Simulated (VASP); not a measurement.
Calculation: PBEsol GGA, VASP's PBE PAW potentials (set 64) (plane waves; VASP).

A VASP calculation is set up with these files.

KPOINTS:
```
Automatic
0
G
 10 10 5
0 0 0
```

POSCAR:
```
BN
1.0
  1.2583815231  -2.1795809495   0.0000000000
  1.2583815231   2.1795809495   0.0000000000
  0.0000000000   0.0000000000   4.1625418809
B N
2 2
Cart
  1.2583815231  -0.7265284362   2.0823057875
  1.2583815231   0.7265284362   0.0010348470
  1.2583815231  -0.7265284362   3.6411892987
  1.2583815231   0.7265284362   1.5599183583
```

INCAR:
```
SYSTEM = BN
PREC = Accurate; ENCUT = 520; LREAL = .False.
LASPH = .True.
EDIFF = 1E-7; NELM = 100; ALGO = Normal
ISMEAR = 0; SIGMA = 0.05
GGA = PS
IBRION = 2; NSW = 30; ISIF = 4
EDIFFG = -0.01
LWAVE = .False.; LCHARG = .False.
```

POTCAR, in this order: B N (PBE.64 set). Program: vasp_std.

What VASP printed:

### OUTCAR
```
 ion  position               nearest neighbor table
   1  0.667  0.333  0.500-   4 1.54   4 1.54   4 1.54   3 1.56
   2  0.333  0.667  0.000-   3 1.54   3 1.54   3 1.54   4 1.56
   3  0.667  0.333  0.875-   2 1.54   2 1.54   2 1.54   1 1.56
   4  0.333  0.667  0.375-   1 1.54   1 1.54   1 1.54   2 1.56
  LATTYP: Found a hexagonal cell.
 ALAT       =     2.5167632334
 C/A-ratio  =     1.6539266887
 Subroutine PRICEL returns:
 Original cell was already a primitive cell.
 Subroutine GETGRP returns: Found 12 space group operations
The static configuration has the point symmetry C_3v.
 The point group associated with its full space group is C_6v.
The dynamic configuration has the point symmetry C_3v.
 Subroutine INISYM returns: Found 12 space group operations
 Subroutine IBZKPT returns following result:
 Found     42 irreducible k-points:

 Following reciprocal coordinates:
            Coordinates               Weight
  0.000000  0.000000  0.000000      1.000000
  0.100000 -0.000000  0.000000      6.000000
  0.200000 -0.000000  0.000000      6.000000
  0.300000 -0.000000  0.000000      6.000000
  0.400000 -0.000000  0.000000      6.000000
  0.500000  0.000000  0.000000      3.000000
  0.100000  0.100000  0.000000      6.000000
  0.200000  0.100000  0.000000     12.000000
  0.300000  0.100000  0.000000     12.000000
  0.400000  0.100000  0.000000     12.000000
  0.200000  0.200000  0.000000      6.000000
  0.300000  0.200000  0.000000     12.000000
  0.400000  0.200000  0.000000      6.000000
  0.300000  0.300000  0.000000      6.000000
  0.000000  0.000000  0.200000      2.000000
  0.100000 -0.000000  0.200000     12.000000
  0.200000 -0.000000  0.200000     12.000000
  0.300000 -0.000000  0.200000     12.000000
  0.400000 -0.000000  0.200000     12.000000
  0.500000  0.000000  0.200000      6.000000
  0.100000  0.100000  0.200000     12.000000
  0.200000  0.100000  0.200000     24.000000
  0.300000  0.100000  0.200000     24.000000
  0.400000  0.100000  0.200000     24.000000
  0.200000  0.200000  0.200000     12.000000
  0.300000  0.200000  0.200000     24.000000
  0.400000  0.200000  0.200000     12.000000
  0.300000  0.300000  0.200000     12.000000
  0.000000  0.000000  0.400000      2.000000
  0.100000 -0.000000  0.400000     12.000000
  0.200000 -0.000000  0.400000     12.000000
  0.300000 -0.000000  0.400000     12.000000
  0.400000 -0.000000  0.400000     12.000000
  0.500000  0.000000  0.400000      6.000000
  0.100000  0.100000  0.400000     12.000000
  0.200000  0.100000  0.400000     24.000000
  0.300000  0.100000  0.400000     24.000000
  0.400000  0.100000  0.400000     24.000000
  0.200000  0.200000  0.400000     12.000000
  0.300000  0.200000  0.400000     24.000000
   k-points           NKPTS =     42   k-points in BZ     NKDIM =     42   number of bands    NBANDS=     12
   number of dos      NEDOS =    301   number of ions     NIONS =      4
   total plane-waves  NPLWV =  12800
   dimension x,y,z NGX =    20 NGY =   20 NGZ =   32
   dimension x,y,z NGXF=    40 NGYF=   40 NGZF=   64
   ions per type =               2   2
   PREC   = accura    normal or accurate (medium, high low for compatibility)
   ISTART =      0    job   : 0-new  1-cont  2-samecut
   ICHARG =      2    charge: 1-file 2-atom 10-const
   ISPIN  =      1    spin polarized calculation?
   LNONCOLLINEAR =      F non collinear calculations
   LSORBIT =      F    spin-orbit coupling
   INIWAV =      1    electr: 0-lowe 1-rand  2-diag
   ENCUT  =  520.0 eV  38.22 Ry    6.18 a.u.   4.68  4.68  7.74*2*pi/ulx,y,z
   NELM   =    100;   NELMIN=  2; NELMDL= -5     # of ELM steps
...
```

OSZICAR:
```
       N       E                     dE             d eps       ncg     rms          rms(c)
DAV:   1     0.476283836215E+02    0.47628E+02   -0.89419E+03  1024   0.131E+03
DAV:   2    -0.360973720577E+02   -0.83726E+02   -0.79152E+02  1396   0.274E+02
DAV:   3    -0.385996908338E+02   -0.25023E+01   -0.24938E+01  1328   0.489E+01
DAV:   4    -0.386131580212E+02   -0.13467E-01   -0.13459E-01  1292   0.374E+00
DAV:   5    -0.386132935984E+02   -0.13558E-03   -0.13556E-03  1308   0.356E-01    0.957E+00
DAV:   6    -0.368302348141E+02    0.17831E+01   -0.43533E+00  1264   0.174E+01    0.473E+00
DAV:   7    -0.366415108372E+02    0.18872E+00   -0.25559E-01  1160   0.479E+00    0.272E+00
DAV:   8    -0.365984533316E+02    0.43058E-01   -0.70471E-02  1176   0.237E+00    0.217E-01
DAV:   9    -0.365976474651E+02    0.80587E-03   -0.21880E-03  1316   0.481E-01    0.122E-01
DAV:  10    -0.365977089747E+02   -0.61510E-04   -0.17929E-04  1212   0.135E-01    0.210E-02
DAV:  11    -0.365977079513E+02    0.10234E-05   -0.33469E-05  1296   0.504E-02    0.109E-02
DAV:  12    -0.365977084513E+02   -0.49999E-06   -0.36318E-06  1276   0.189E-02    0.163E-03
DAV:  13    -0.365977085101E+02   -0.58802E-07   -0.94869E-08   864   0.341E-03
   1 F= -.36597709E+02 E0= -.36597709E+02  d E =-.365977E+02
       N       E                     dE             d eps       ncg     rms          rms(c)
DAV:   1    -0.365976685216E+02    0.39930E-04   -0.18464E-02  1148   0.131E+00    0.254E-02
DAV:   2    -0.365976848512E+02   -0.16330E-04   -0.22785E-04  1244   0.150E-01    0.157E-02
DAV:   3    -0.365976805997E+02    0.42515E-05   -0.54307E-06  1312   0.255E-02    0.497E-03
DAV:   4    -0.365976804387E+02    0.16100E-06   -0.18938E-06  1280   0.126E-02    0.164E-03
DAV:   5    -0.365976804079E+02    0.30793E-07   -0.16904E-07   828   0.464E-03
   2 F= -.36597680E+02 E0= -.36597680E+02  d E =0.281022E-04
       N       E                     dE             d eps       ncg     rms          rms(c)
DAV:   1    -0.365977421083E+02   -0.61670E-04   -0.60068E-03  1144   0.749E-01    0.145E-02
DAV:   2    -0.365977472529E+02   -0.51445E-05   -0.74294E-05  1244   0.860E-02    0.901E-03
DAV:   3    -0.365977459908E+02    0.12620E-05   -0.18017E-06  1296   0.147E-02    0.282E-03
DAV:   4    -0.365977459964E+02   -0.55509E-08   -0.62116E-07  1256   0.721E-03
   3 F= -.36597746E+02 E0= -.36597746E+02  d E =-.374863E-04
```

File OUTCAR:
```
------------------------ aborting loop because EDIFF is reached ----------------------------------------
  FORCE on cell =-STRESS in cart. coord.  units (eV):
  Direction    XX          YY          ZZ          XY          YZ          ZX
  --------------------------------------------------------------------------------------
  Total        1.7709514      1.7709517      1.7918598      0.0000000      0.0000000      0.0000000
  in kB      124.2634098    124.2634349    125.7305054      0.0000000      0.0000000      0.0000000
  external PRESSURE =     124.7524501 kB  Pullay stress =       0.0000000 kB
  volume of cell :       22.83
      direct lattice vectors                 reciprocal lattice vectors
     1.258297869 -2.179436059 -0.000000000     0.397362193 -0.229417146 -0.000000000
     1.258297869  2.179436059  0.000000000     0.397362193  0.229417146  0.000000000
     0.000000000 -0.000000000  4.163095363     0.000000000 -0.000000000  0.240205884
  FREE ENERGIE OF THE ION-ELECTRON SYSTEM (eV)
  ---------------------------------------------------
  free  energy   TOTEN  =       -36.5977459964 eV

  energy  without entropy=      -36.5977459964  energy(sigma->0) =      -36.59774600

 reached required accuracy - stopping structural energy minimisation
```
(Selected blocks of OUTCAR.)

File CONTCAR:
```
BN
   1.00000000000000
     1.2582978685146009   -2.1794360594549689   -0.0000000000000000
     1.2582978685146009    2.1794360594549689    0.0000000000000000
     0.0000000000000000   -0.0000000000000000    4.1630953627712799
  B               N
     2     2
Direct
     0.6666669999999968    0.3333330000000032    0.5003930942297825
     0.3333330000000032    0.6666669999999968    0.0003930942297825
     0.6666669999999968    0.3333330000000032    0.8746069057702175
     0.3333330000000032    0.6666669999999968    0.3746069057702175
```

### OUTCAR
```
 val. band max:        7.9630856541   @ k =   0.0000   0.0000   0.0000

 cond. band min:      13.0493652854   @ k =   0.3000   0.3000   0.0000


 Fermi energy:         8.2767166622

 k-point     1 :       0.0000    0.0000    0.0000
  band No.  band energies     occupation
      1     -12.8778      2.00000
      2      -8.5123      2.00000
      3      -3.3913      2.00000
      4       5.7489      2.00000
      5       5.7490      2.00000
      6       7.6531      2.00000
      7       7.9630      2.00000
      8       7.9631      2.00000
      9      16.4006      0.00000
     10      16.4006      0.00000
     11      16.6981      0.00000
     12      17.8606      0.00000

 k-point     2 :       0.1000   -0.0000    0.0000
  band No.  band energies     occupation
      1     -12.6530      2.00000
      2      -8.3385      2.00000
      3      -3.1698      2.00000
      4       4.7495      2.00000
      5       5.3325      2.00000
      6       7.1405      2.00000
      7       7.4311      2.00000
      8       7.7289      2.00000
      9      16.0742      0.00000
     10      16.8453      0.00000
     11      17.0402      0.00000
     12      18.5366      0.00000

 k-point     3 :       0.2000   -0.0000    0.0000
  band No.  band energies     occupation
      1     -11.9884      2.00000
      2      -7.8524      2.00000
      3      -2.5172      2.00000
      4       2.5106      2.00000
      5       4.4402      2.00000
      6       5.2279      2.00000
      7       6.7557      2.00000
      8       7.1233      2.00000
      9      15.5412      0.00000
     10      17.4645      0.00000
     11      17.7778      0.00000
     12      19.2294      0.00000

 k-point     4 :       0.3000   -0.0000    0.0000
  band No.  band energies     occupation
      1     -10.9221      2.00000
      2      -7.2118      2.00000
      3      -1.4898      2.00000
      4       0.1344      2.00000
      5       3.0073      2.00000
      6       3.5664      2.00000
...
```

The compound is BN in the wurtzite structure, a metastable high-pressure form. This cell is one point of a volume scan, at 0.97 of the reference volume. Symmetry was kept, so distortions that lower it aren't found.
